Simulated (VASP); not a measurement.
A cell of Sb (a7) near equilibrium:

```
CELL_PARAMETERS angstrom
      4.03627    -2.17706     0.01272
      4.03627     2.17706     0.01272
      2.85074     0.00000     3.59229
ATOMIC_POSITIONS crystal
  Sb 0.23179 0.23179 0.23179
  Sb 0.76821 0.76821 0.76821
```

The numbers are results of r2SCAN meta-GGA, VASP's PBE PAW potentials (set 64) (plane waves; VASP), not measurements.

```tsv
run	ΔE (meV/atom)	σxx	σyy	σzz	largest shear component, with its sign (GPa)	largest force (eV/Å)
as it is	0.0	0.18	-0.06	-0.04	0.08	0.007
after one change	15.0	-0.04	0.91	0.13	1.64	0.446
```
Stress is in GPa, positive when the cell is compressed.

Problem. Which change was made?
A) atom 1 (Sb) moved by -0.200 Å along y
B) atom 2 (Sb) moved by 0.150 Å along y
C) atom 2 (Sb) moved by -0.025 Å along z
D) atom 1 (Sb) moved by 0.025 Å along x

Solution. B, atom 2 (Sb) moved by 0.150 Å along y

The compound is Sb in the a7 structure.
